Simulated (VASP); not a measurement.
Cost and result of VASP (PAW) for the lattice constant a of Nb (bcc). Static lattice. The cost counts the five points of the equation of state, each on the mesh and cut-off of its row, so the ratios hold those differences too. With PBE it took about 3 core-minutes. Times come from single runs on busy shared machines, so they are rough: good to a factor of about 2.

Measured: 3.294 Å at 0 K (as given by Daniel Mejia-Rodriguez et al., Physical Review B (2018), arXiv:1807.09216; static lattice: zero-point anharmonic expansion removed).

| level | k-mesh | cut-off (eV) | lattice constant a (Å) | error (%) | cost over PBE |
|---|---|---|---|---|---|
| LDA | 16×16×16 | 520 | 3.247 | -1.4 | within a factor of 2 |
| PBE | 15×15×15 | 520 | 3.310 | +0.5 | reference |
| PBEsol | 16×16×16 | 520 | 3.269 | -0.8 | within a factor of 2 |
| r2SCAN | 15×15×15 | 520 | 3.303 | +0.3 | about 6 times |
| SCAN | 15×15×15 | 520 | 3.294 | -0.0 | about 7 times |

Within 0.5 % of the measurement lie PBE, r2SCAN, SCAN; the cheapest of them is PBE.

Left out are levels that failed, ran on another kind of processor or have no fit band path; at most nine are shown.

The compound is Nb in the bcc structure.
